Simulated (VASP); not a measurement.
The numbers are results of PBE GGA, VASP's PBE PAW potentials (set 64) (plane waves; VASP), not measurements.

VASP input:

### KPOINTS
```
Regular mesh
0
G
1 1 1
```

### POSCAR
```
Ga35InN36
1.0
  4.8683178927  -8.4321738171   0.0000000000
  4.8683178927   8.4321738171   0.0000000000
  0.0000000000   0.0000000000  10.5562839806
Ga N In
35 36 1
Cart
  1.6227710081  -0.9369072650   2.6390709951
  1.6227710081   0.9369072650   0.0000000000
  1.6227710081  -0.9369072650   7.9172129854
  1.6004887171   0.9578274882   5.2702670025
  3.2014691344   1.8993724488   2.5947029336
  3.2455468846   3.7476374921   0.0000000000
  3.2602345997   1.8338797548   7.9022863999
  3.2339164731   3.7420975539   5.3266586715
  4.8683178927   4.6845447571   2.6390709951
  4.8683178927   6.5583592871   0.0000000000
  4.8683178927   4.6845447571   7.9172129854
  4.8683178927   6.5583592871   5.2781419903
  3.2455468846  -3.7476374921   2.6390709951
  3.2455420163  -1.8738145300   0.0000000000
  3.2455468846  -3.7476374921   7.9172129854
  3.2358443270  -1.9192808112   5.2536936366
  4.8932826269  -0.9266621738   2.6806944229
  4.8683178927   0.9369156972   0.0000000000
  4.8189190710  -0.9258105242   7.9540121914
  6.5344510083   1.8690081909   2.6280713472
  6.4910889008   3.7476374921   0.0000000000
  6.4429509735   1.8943468732   7.9468550309
  6.4787087684   3.7219277942   5.2540208814
  4.8683178927  -6.5583592871   2.6390709951
  4.8683178927  -4.6845447571   0.0000000000
  4.8683178927  -6.5583592871   7.9172129854
  4.8683178927  -4.6845447571   5.2781419903
  6.4910889008  -3.7476374921   2.6390709951
  6.4910937691  -1.8738145300   0.0000000000
  6.4910889008  -3.7476374921   7.9172129854
  6.4693956763  -1.8785281151   5.2507906585
  8.1138647773  -0.9369072650   2.6390709951
  8.1138647773   0.9369072650   0.0000000000
  8.1138647773  -0.9369072650   7.9172129854
  8.1188255932   0.9537969091   5.2790603870
  1.6227710081  -0.9369072650   4.6289305255
  1.6227710081   0.9369072650   1.9898595303
  1.6227710081  -0.9369072650   9.9070725158
  1.6227710081   0.9369072650   7.2680015206
  3.2502983628   1.8680384909   4.5817439361
  3.2455468846   3.7476374921   1.9898595303
  3.2455420163   1.8738145300   9.9070725158
  3.2455468846   3.7476374921   7.2680015206
  4.8683178927   4.6845447571   4.6289305255
  4.8683178927   6.5583592871   1.9898595303
  4.8683178927   4.6845447571   9.9070725158
  4.8683178927   6.5583592871   7.2680015206
  3.2455468846  -3.7476374921   4.6289305255
  3.2455420163  -1.8738145300   1.9898595303
  3.2455468846  -3.7476374921   9.9070725158
  3.2455420163  -1.8738145300   7.2680015206
  4.8492389549  -0.9093340566   4.5998057380
  4.8683178927   0.9369156972   1.9898595303
  4.8683178927  -0.9369156972   9.9070725158
  4.8923284365   0.9345715528   7.2884173739
  6.4641281563   1.8310381122   4.6356232095
  6.4910889008   3.7476374921   1.9898595303
  6.4910937691   1.8738145300   9.9070725158
  6.4910889008   3.7476374921   7.2680015206
  4.8683178927  -6.5583592871   4.6289305255
  4.8683178927  -4.6845447571   1.9898595303
  4.8683178927  -6.5583592871   9.9070725158
  4.8683178927  -4.6845447571   7.2680015206
  6.4910889008  -3.7476374921   4.6289305255
  6.4910937691  -1.8738145300   1.9898595303
  6.4910889008  -3.7476374921   9.9070725158
  6.4910937691  -1.8738145300   7.2680015206
  8.1138647773  -0.9369072650   4.6289305255
  8.1138647773   0.9369072650   1.9898595303
  8.1138647773  -0.9369072650   9.9070725158
  8.1138647773   0.9369072650   7.2680015206
  4.8438107804   0.9742364985   5.2706681412
```

**INCAR**
```
! general
SYSTEM  = Ga35InN36
PREC    = Normal
ENCUT   = 400
LREAL   = Auto
LASPH   = T
ISYM    = 0

! electronic loop
EDIFF   = 1E-5
NELM    = 100
NELMIN  = 4
ALGO    = Fast
LMAXMIX = 4

! smearing
ISMEAR  = 0
SIGMA   = 0.05

! functional
GGA     = PE

! ions
IBRION  = 2
NSW     = 60
ISIF    = 2
EDIFFG  = -0.03

! output
LWAVE   = T
LCHARG  = F
```

POTCAR, in this order: Ga N In (PBE.64 set). Program: vasp_gam.

The resulting files:

File OSZICAR:
```
...
RMM:   2    -0.431073243701E+03   -0.54862E-03   -0.71991E-03   362   0.179E-01    0.499E-02
RMM:   3    -0.431073271262E+03   -0.27560E-04   -0.10571E-03   380   0.673E-02    0.371E-02
RMM:   4    -0.431073235988E+03    0.35273E-04   -0.24795E-04   363   0.331E-02    0.112E-02
RMM:   5    -0.431073239360E+03   -0.33717E-05   -0.50535E-05   288   0.147E-02
   7 F= -.43107324E+03 E0= -.43107324E+03  d E =-.272874E-01
       N       E                     dE             d eps       ncg     rms          rms(c)
DAV:   1    -0.431079096158E+03   -0.58602E-02   -0.10925E+00   372   0.268E+00    0.214E-01
RMM:   2    -0.431080500447E+03   -0.14043E-02   -0.21042E-02   362   0.326E-01    0.103E-01
RMM:   3    -0.431080650774E+03   -0.15033E-03   -0.39959E-03   408   0.124E-01    0.782E-02
RMM:   4    -0.431080526008E+03    0.12477E-03   -0.74165E-04   362   0.593E-02    0.251E-02
RMM:   5    -0.431080524267E+03    0.17413E-05   -0.16317E-04   384   0.280E-02    0.190E-02
RMM:   6    -0.431080517698E+03    0.65689E-05   -0.11709E-04   352   0.186E-02    0.972E-03
RMM:   7    -0.431080515891E+03    0.18065E-05   -0.16452E-05   227   0.917E-03
   8 F= -.43108052E+03 E0= -.43108052E+03  d E =-.727653E-02
       N       E                     dE             d eps       ncg     rms          rms(c)
DAV:   1    -0.431080714310E+03   -0.19661E-03   -0.56438E-02   436   0.608E-01    0.492E-02
RMM:   2    -0.431080786212E+03   -0.71901E-04   -0.11111E-03   362   0.747E-02    0.229E-02
RMM:   3    -0.431080796389E+03   -0.10177E-04   -0.22472E-04   403   0.288E-02    0.181E-02
RMM:   4    -0.431080789924E+03    0.64653E-05   -0.37359E-05   265   0.133E-02
   9 F= -.43108079E+03 E0= -.43108079E+03  d E =-.755056E-02
       N       E                     dE             d eps       ncg     rms          rms(c)
DAV:   1    -0.431083362150E+03   -0.25658E-02   -0.51025E-01   372   0.183E+00    0.125E-01
RMM:   2    -0.431083965780E+03   -0.60363E-03   -0.82602E-03   362   0.204E-01    0.583E-02
RMM:   3    -0.431084040504E+03   -0.74724E-04   -0.14755E-03   397   0.787E-02    0.432E-02
RMM:   4    -0.431084005173E+03    0.35330E-04   -0.25128E-04   365   0.351E-02    0.138E-02
RMM:   5    -0.431084007300E+03   -0.21266E-05   -0.57972E-05   306   0.165E-02
  10 F= -.43108401E+03 E0= -.43108401E+03  d E =-.321738E-02
       N       E                     dE             d eps       ncg     rms          rms(c)
DAV:   1    -0.431084287837E+03   -0.28266E-03   -0.10885E-01   404   0.846E-01    0.589E-02
RMM:   2    -0.431084428100E+03   -0.14026E-03   -0.18592E-03   362   0.977E-02    0.285E-02
RMM:   3    -0.431084444485E+03   -0.16385E-04   -0.32913E-04   399   0.374E-02    0.211E-02
RMM:   4    -0.431084436525E+03    0.79596E-05   -0.61066E-05   344   0.172E-02
  11 F= -.43108444E+03 E0= -.43108444E+03  d E =-.364660E-02
       N       E                     dE             d eps       ncg     rms          rms(c)
DAV:   1    -0.431085517946E+03   -0.10735E-02   -0.45131E-01   372   0.172E+00    0.115E-01
RMM:   2    -0.431086080258E+03   -0.56231E-03   -0.73493E-03   362   0.190E-01    0.516E-02
RMM:   3    -0.431086148549E+03   -0.68292E-04   -0.12956E-03   398   0.732E-02    0.391E-02
RMM:   4    -0.431086115511E+03    0.33038E-04   -0.20868E-04   365   0.323E-02    0.117E-02
RMM:   5    -0.431086117933E+03   -0.24224E-05   -0.52091E-05   287   0.155E-02
  12 F= -.43108612E+03 E0= -.43108612E+03  d E =-.168141E-02
       N       E                     dE             d eps       ncg     rms          rms(c)
DAV:   1    -0.431086140808E+03   -0.25297E-04   -0.69704E-03   436   0.215E-01    0.155E-02
RMM:   2    -0.431086151764E+03   -0.10956E-04   -0.13617E-04   361   0.264E-02    0.779E-03
RMM:   3    -0.431086152735E+03   -0.97078E-06   -0.21740E-05   239   0.102E-02    0.568E-03
RMM:   4    -0.431086152396E+03    0.33898E-06   -0.52484E-06   213   0.487E-03
  13 F= -.43108615E+03 E0= -.43108615E+03  d E =-.171587E-02
       N       E                     dE             d eps       ncg     rms          rms(c)
DAV:   1    -0.431086430120E+03   -0.27739E-03   -0.34371E-01   372   0.151E+00    0.101E-01
RMM:   2    -0.431086881263E+03   -0.45114E-03   -0.57925E-03   363   0.168E-01    0.450E-02
RMM:   3    -0.431086936629E+03   -0.55366E-04   -0.10011E-03   402   0.641E-02    0.357E-02
RMM:   4    -0.431086907169E+03    0.29459E-04   -0.17136E-04   364   0.292E-02    0.108E-02
RMM:   5    -0.431086907880E+03   -0.71055E-06   -0.35913E-05   256   0.134E-02
  14 F= -.43108691E+03 E0= -.43108691E+03  d E =-.755484E-03
       N       E                     dE             d eps       ncg     rms          rms(c)
DAV:   1    -0.431086910347E+03   -0.31778E-05   -0.14782E-03   436   0.989E-02    0.674E-03
RMM:   2    -0.431086911518E+03   -0.11707E-05   -0.21399E-05   239   0.102E-02    0.303E-03
RMM:   3    -0.431086911501E+03    0.16731E-07   -0.30128E-06   202   0.393E-03    0.172E-03
RMM:   4    -0.431086911444E+03    0.57345E-07   -0.49821E-07    99   0.179E-03
  15 F= -.43108691E+03 E0= -.43108691E+03  d E =-.759048E-03
       N       E                     dE             d eps       ncg     rms          rms(c)
DAV:   1    -0.431086979356E+03   -0.67855E-04   -0.17377E-01   372   0.107E+00    0.761E-02
RMM:   2    -0.431087219775E+03   -0.24042E-03   -0.30383E-03   362   0.121E-01    0.337E-02
RMM:   3    -0.431087249833E+03   -0.30058E-04   -0.52833E-04   401   0.459E-02    0.258E-02
RMM:   4    -0.431087235285E+03    0.14548E-04   -0.84560E-05   356   0.207E-02    0.795E-03
RMM:   5    -0.431087235564E+03   -0.27826E-06   -0.17122E-05   220   0.959E-03
  16 F= -.43108724E+03 E0= -.43108724E+03  d E =-.324120E-03
       N       E                     dE             d eps       ncg     rms          rms(c)
DAV:   1    -0.431087245209E+03   -0.99237E-05   -0.45852E-03   404   0.173E-01    0.119E-02
RMM:   2    -0.431087250223E+03   -0.50136E-05   -0.70407E-05   306   0.182E-02    0.500E-03
RMM:   3    -0.431087250679E+03   -0.45614E-06   -0.10543E-05   210   0.693E-03    0.334E-03
RMM:   4    -0.431087250517E+03    0.16158E-06   -0.19840E-06   188   0.301E-03
  17 F= -.43108725E+03 E0= -.43108725E+03  d E =-.339073E-03
       N       E                     dE             d eps       ncg     rms          rms(c)
DAV:   1    -0.431087260660E+03   -0.99811E-05   -0.52589E-02   372   0.588E-01    0.453E-02
RMM:   2    -0.431087331723E+03   -0.71063E-04   -0.97934E-04   362   0.698E-02    0.211E-02
RMM:   3    -0.431087338115E+03   -0.63926E-05   -0.16824E-04   379   0.261E-02    0.150E-02
RMM:   4    -0.431087333025E+03    0.50905E-05   -0.30816E-05   246   0.122E-02
  18 F= -.43108733E+03 E0= -.43108733E+03  d E =-.825077E-04
       N       E                     dE             d eps       ncg     rms          rms(c)
DAV:   1    -0.431087372514E+03   -0.34399E-04   -0.72942E-03   372   0.219E-01    0.161E-02
RMM:   2    -0.431087381658E+03   -0.91434E-05   -0.12482E-04   360   0.249E-02    0.746E-03
RMM:   3    -0.431087381853E+03   -0.19565E-06   -0.16833E-05   220   0.900E-03    0.459E-03
RMM:   4    -0.431087381421E+03    0.43231E-06   -0.37419E-06   199   0.409E-03
  19 F= -.43108738E+03 E0= -.43108738E+03  d E =-.130904E-03
       N       E                     dE             d eps       ncg     rms          rms(c)
DAV:   1    -0.431087417253E+03   -0.35400E-04   -0.37310E-02   372   0.496E-01    0.344E-02
RMM:   2    -0.431087466966E+03   -0.49712E-04   -0.64786E-04   362   0.563E-02    0.154E-02
RMM:   3    -0.431087472201E+03   -0.52348E-05   -0.10704E-04   333   0.212E-02    0.114E-02
RMM:   4    -0.431087469161E+03    0.30396E-05   -0.17980E-05   219   0.952E-03
  20 F= -.43108747E+03 E0= -.43108747E+03  d E =-.877399E-04
```

**OUTCAR**
```
------------------------ aborting loop because EDIFF is reached ----------------------------------------
  FORCE on cell =-STRESS in cart. coord.  units (eV):
  Direction    XX          YY          ZZ          XY          YZ          ZX
  --------------------------------------------------------------------------------------
  Total       -0.5449906     -0.2191852    -10.7507279     -0.0541368     -0.0121894      0.0065915
  in kB       -1.0074885     -0.4051934    -19.8741660     -0.1000791     -0.0225338      0.0121852
  external PRESSURE =      -7.0956159 kB  Pullay stress =       0.0000000 kB
  volume of cell :      866.68
      direct lattice vectors                 reciprocal lattice vectors
     4.868317893 -8.432173817  0.000000000     0.102704879 -0.059296690  0.000000000
     4.868317893  8.432173817  0.000000000     0.102704879  0.059296690  0.000000000
     0.000000000  0.000000000 10.556283981     0.000000000  0.000000000  0.094730305
  FREE ENERGIE OF THE ION-ELECTRON SYSTEM (eV)
  ---------------------------------------------------
  free  energy   TOTEN  =      -431.0874691610 eV

  energy  without entropy=     -431.0874691610  energy(sigma->0) =     -431.08746916

 reached required accuracy - stopping structural energy minimisation
```
(Selected blocks of OUTCAR.)

### CONTCAR
```
Ga35InN36
   1.00000000000000
     4.8683178927000004   -8.4321738171000007    0.0000000000000000
     4.8683178927000004    8.4321738171000007    0.0000000000000000
     0.0000000000000000    0.0000000000000000   10.5562839805999999
  Ga              N               In
    35    36     1
Direct
     0.2218933185582667    0.1106685709636485    0.2500215081182489
     0.1101545618446964    0.2205377109764543    0.9998159294377117
     0.2218426280144090    0.1105866414278621    0.7494951415790145
     0.1078933170588734    0.2195304794112835    0.4999447156601633
     0.2187139185280280    0.4426046465809441    0.2465145672421437
     0.1101082140144438    0.5560534100838104    0.9999139854117539
     0.2194974619447055    0.4428964948251117    0.7546664321956535
     0.1079219012825745    0.5545871577812483    0.4999294093118566
     0.2220723965399269    0.7777747324290442    0.2500927756787694
     0.1109047842129577    0.8886131425583461    0.9996375651524110
     0.2219454441753308    0.7774691171108856    0.7494565308163602
     0.1108107740030218    0.8885825463550561    0.4995756196669743
     0.5552666940581173    0.1108674011872752    0.2501155566007977
     0.4435786113805991    0.2204228408704598    0.9997844227875008
     0.5555148872464928    0.1108888604576826    0.7495980817226463
     0.4447231995634031    0.2196367563167842    0.4999354616971040
     0.5568779808109875    0.4425060605432133    0.2464213454058000
     0.4443678312975912    0.5554877497313382    0.0007730581742477
     0.5563369630908712    0.4428718161127492    0.7546313352189653
     0.5570029567236841    0.7807552779918657    0.2464504452034528
     0.4436682615499810    0.8896397506466757    0.9997972205235167
     0.5565633857104393    0.7799286388417920    0.7545039378658573
     0.4448076071733928    0.8915893634624747    0.4998481950452918
     0.8888109713085691    0.1109862310591634    0.2501220525640447
     0.7776981217902914    0.2221045936817717    0.9997666567623397
     0.8885033366752338    0.1108442245457805    0.7495767684720595
     0.7774989122143765    0.2219466620633564    0.4994654924997189
     0.8887813892193059    0.4444902118095265    0.2501312991028428
     0.7790559444651166    0.5560300950385958    0.9998348151728886
     0.8884582115052687    0.4439413334687243    0.7496543822018239
     0.7795727917035977    0.5545212655819088    0.4999136451545377
     0.8889110796842065    0.7777775565197496    0.2500515251234157
     0.7792069750861211    0.8896910672951346    0.9998570328052927
     0.8886872916040871    0.7774348786295142    0.7494522562659121
     0.7796863873472943    0.8914774840238344    0.4997836097898339
     0.2221087580284121    0.1111356482661816    0.4385983678875255
     0.1100902306349637    0.2201976595210461    0.1872486458465008
     0.2218667726090073    0.1105326627822935    0.9374974828340616
     0.1110620721293647    0.2223063621049367    0.6885615825645118
     0.2045482898274346    0.4354031782458627    0.4324246554737707
     0.1101242914563872    0.5564444434952417    0.1873306681539518
     0.2207865765350266    0.4436360717511154    0.9419920721007087
     0.1109730320468293    0.5549485071919181    0.6885591480010896
     0.2221334681016967    0.7773128258556555    0.4386646629348119
     0.1109205784418827    0.8886516674736957    0.1883193597246003
     0.2219548349410864    0.7777743367205968    0.9374825401007798
     0.1108510609968020    0.8885156629217110    0.6877334076833231
     0.5556200394113816    0.1110124137729263    0.4381416385145584
     0.4432165184515694    0.2201248152253951    0.1872337788486788
     0.5558156797853981    0.1111819380142587    0.9375593049055378
     0.4443422304213364    0.2222959001487906    0.6885820310262856
     0.5637837377971202    0.4354257267710998    0.4323715893070424
     0.4441736709351394    0.5552996699904795    0.1902844443499033
     0.5559550954795581    0.4435822773064063    0.9419794472397220
     0.4440807146067945    0.5552570316920162    0.7056998114492025
     0.5637968528175202    0.7946746180352295    0.4323610634302065
     0.4433502289210028    0.8895509253447684    0.1872370421728928
     0.5561207916723974    0.7789605521689108    0.9419245877673038
     0.4444303911451265    0.8883617989867774    0.6885122205138084
     0.8884198384897980    0.1109708446338269    0.4381599960861506
     0.7776364179465811    0.2221611576292811    0.1883264155595334
     0.8886236333210600    0.1111837929145595    0.9375154603843854
     0.7775318793907279    0.2219156797370051    0.6878306464943144
     0.8884172276773669    0.4438417933889150    0.4381554974006428
     0.7792917990245989    0.5563638441333003    0.1872747937823304
     0.8885475802602458    0.4439893959312679    0.9376008381984899
     0.7769139780828485    0.5549333287652617    0.6885678555862164
     0.8881775146303428    0.7772323345425950    0.4386268030476589
     0.7794453465550972    0.8896231657181337    0.1872692219027696
     0.8890401150261008    0.7777671249616364    0.9374808677792115
     0.7770888789400728    0.8883395727085946    0.6884519506916962
     0.4440513620756436    0.5551575007652445    0.5008613238248075
```

At this cut-off the stress carries a Pulay error, which pulls relaxed volumes low. The supercell is sampled at Γ alone, which is coarse: total energies, pressure and levels can be off, energies of defects by several tenths of an eV.

The cell is a supercell with a defect, built from GaN (wurtzite): In_Ga. The run is not spin-polarised, so no state with unpaired spins was tried.
